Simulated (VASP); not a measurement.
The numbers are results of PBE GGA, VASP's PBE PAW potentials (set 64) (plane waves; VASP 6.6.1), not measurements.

VASP ran on this input.

**INCAR**
```
SYSTEM = In
PREC = Accurate; ENCUT = 450; LREAL = F
LASPH = T
EDIFF = 1E-6; NELM = 100; ALGO = Normal
LMAXMIX = 4
ISMEAR = 0; SIGMA = 0.272
GGA = PE
ISIF = 2
LWAVE = F; LCHARG = F
```

### POSCAR
```
In
1
   -1.6199570000     1.6199570000     2.4779430000
    1.6199570000    -1.6199570000     2.4779430000
    1.6199570000     1.6199570000    -2.4779430000
In
1
Direct
  0.0000000000   0.0000000000   0.0000000000
```

**KPOINTS**
```
Automatic
0
Gamma
  11 11 11
```

POTCAR, in this order: In_d (PBE.64 set). Program: vasp_std.

Output of the run:

### OSZICAR
```
       N       E                     dE             d eps       ncg     rms          rms(c)
DAV:   1     0.663979112343E+02    0.66398E+02   -0.60278E+03  2548   0.149E+03
DAV:   2    -0.287256137706E-01   -0.66427E+02   -0.65473E+02  2566   0.273E+02
DAV:   3    -0.252343391574E+01   -0.24947E+01   -0.24844E+01  2894   0.619E+01
DAV:   4    -0.258169507559E+01   -0.58261E-01   -0.58245E-01  3232   0.953E+00
DAV:   5    -0.258422805572E+01   -0.25330E-02   -0.25329E-02  3100   0.159E+00    0.233E+00
DAV:   6    -0.256104671619E+01    0.23181E-01   -0.44829E-02  2910   0.472E+00    0.115E+00
DAV:   7    -0.255652537022E+01    0.45213E-02   -0.14284E-02  2952   0.247E+00    0.261E-01
DAV:   8    -0.255623913344E+01    0.28624E-03   -0.81506E-04  3116   0.569E-01    0.334E-02
DAV:   9    -0.255624403865E+01   -0.49052E-05   -0.13091E-05  3362   0.559E-02    0.137E-02
DAV:  10    -0.255624485556E+01   -0.81690E-06   -0.11561E-06  1944   0.143E-02
   1 F= -.25562449E+01 E0= -.25472232E+01  d E =-.180433E-01
```

**OUTCAR**
```
------------------------ aborting loop because EDIFF is reached ----------------------------------------
  FORCE on cell =-STRESS in cart. coord.  units (eV):
  Direction    XX          YY          ZZ          XY          YZ          ZX
  --------------------------------------------------------------------------------------
  Total        0.4156312      0.4156312      0.3162085      0.0000000      0.0000000      0.0000000
  in kB       25.6012084     25.6012084     19.4771674      0.0000000      0.0000000      0.0000000
  external PRESSURE =      23.5598614 kB  Pullay stress =       0.0000000 kB
  volume of cell :       26.01
      direct lattice vectors                 reciprocal lattice vectors
    -1.619957000  1.619957000  2.477943000     0.000000000  0.308650168  0.201780267
     1.619957000 -1.619957000  2.477943000     0.308650168  0.000000000  0.201780267
     1.619957000  1.619957000 -2.477943000     0.308650168  0.308650168  0.000000000
 POSITION                                       TOTAL-FORCE (eV/Angst)
 -----------------------------------------------------------------------------------
      0.00000      0.00000      0.00000        -0.000000      0.000000      0.000000
 -----------------------------------------------------------------------------------
    total drift:                                0.000000      0.000000     -0.000000
  FREE ENERGIE OF THE ION-ELECTRON SYSTEM (eV)
  ---------------------------------------------------
  free  energy   TOTEN  =        -2.5562448556 eV

  energy  without entropy=       -2.5382015178  energy(sigma->0) =       -2.54722319
```
(Selected blocks of OUTCAR.)

The structure comes from a computed database's In entry; how it stands against other phases isn't given here. The cell was not relaxed at this level. The run is one of a series of settings (ENCUT = 450 against the base run), some of them coarse on purpose.
